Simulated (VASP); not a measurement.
Input of a VASP 6.6.1 run:

INCAR

```
SYSTEM = HPbNO4
ALGO = Fast
EDIFF = 1E-4
EDIFFG = -0.08
ENCUT = 520
GGA = PE
IBRION = 2
ISIF = 3
ISMEAR = 0
LASPH = .True.
LCHARG = .False.
LREAL = .False.
LWAVE = .False.
NELM = 60
NSW = 24
PREC = Normal
SIGMA = 0.15
```

File KPOINTS:

```
k-points
0
Gamma
  4 4 4
  0 0 0
```

POSCAR

```
HPbNO4
1.0
    0.0000000000      3.7681124000      3.7681124000
    3.7681124000      0.0000000000      3.7681124000
    3.7681124000      3.7681124000      0.0000000000
H Pb N O
1 1 1 4
Direct
    0.7500000000      0.7500000000      0.7500000000
    0.5000000000      0.5000000000      0.5000000000
    0.2500000000      0.2500000000      0.2500000000
    0.6287891700      0.1136324900      0.6287891700
    0.1136324900      0.6287891700      0.6287891700
    0.6287891700      0.6287891700      0.6287891700
    0.6287891700      0.6287891700      0.1136324900
```

Potentials or basis: VASP PAW PBE potentials, release 64 (H, Pb_d, N, O).

The run is started by

```console
$ cat potpaw_PBE.64/H/POTCAR potpaw_PBE.64/Pb_d/POTCAR potpaw_PBE.64/N/POTCAR potpaw_PBE.64/O/POTCAR > POTCAR
$ mpirun -np 1 vasp_std > vasp.out
```

(1) What does it give for the band gap on the k mesh?

(2) What does it give for the relaxed volume?

Answers

(1) none (metal or under the smearing width).

(2) 18.73 Å³/atom.

Caveat: the k mesh is coarse (spacing up to 0.36 Å⁻¹), so the values aren't converged; the volume moved by over 15 % at a fixed basis, so the end points are rough.
